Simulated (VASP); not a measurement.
ZnS: band gap against strain

ZnS (wurtzite, P6_3mc, 20.162 Å³/atom and stress up to 0.26 GPa in the relaxed cell, c along z) under an equal strain ε along all three axes. PBE in VASP (plane waves, PAW), 480 eV, 12×12×6 Γ-centred mesh, Gaussian smearing 0.05 eV; ions are relaxed, or left where forces stay under 0.02 eV/Å, within the symmetry of each cell. Gaps are the smallest on the run's k-mesh, which can miss an edge that lies off it, without spin-orbit coupling; in all rows the valence edge lies at Γ and the conduction edge at Γ.

Here s stands for strain and Eg for gap.

```
strain (%)  gap (eV)
----------  --------
0.00           2.090
0.50           2.023
1.00           1.956
1.50           1.891
3.00               ?
```

Fit Eg of the 4 rows that show it with a straight line. Means: s 0.75000, Eg 1.9900. About the means, the sum of products is -0.16600 and the sum of squares of s is 1.2500; the slope is their ratio. Least squares gives Eg = 2.0896 - 0.13280·s. Residuals (row less fit): 0.0004, -0.0002, -0.0008, 0.0006; standard error 0.0008 (degrees of freedom: 2). Over these rows the gap moves by -13.28 ± 0.07 eV per unit strain, or -4.4 eV per unit of ln V.

Q: What does the fit predict for Eg at s = 3.00, and how far is the calculated value from it?

A: Eg = 2.0896 - 0.13280 × 3.0 = 1.6912 eV. The calculation gives 1.704 eV, 0.0128 eV above the prediction (3.3 % of the range of Eg in the table). The row lies outside the fitted rows, so this is an extrapolation. From the scatter of the fitted rows alone, a prediction at this place has a standard error of 0.0018 eV, so the miss is 7.1 times that.

A polynomial of degree 2 through the 6 other runs of the series gives 1.704 there, so most of the miss is curvature that the fit leaves out. ZnS is here the high-temperature form. Rows are the converged runs of the series near zero and its far end, less any whose ions stayed unrelaxed beside relaxed ones; series whose fitted rows scatter by over a few per cent of the range, as at a crossing or softening among them, aren't shown in this form. Most that stay on the fit to the last digits aren't either.
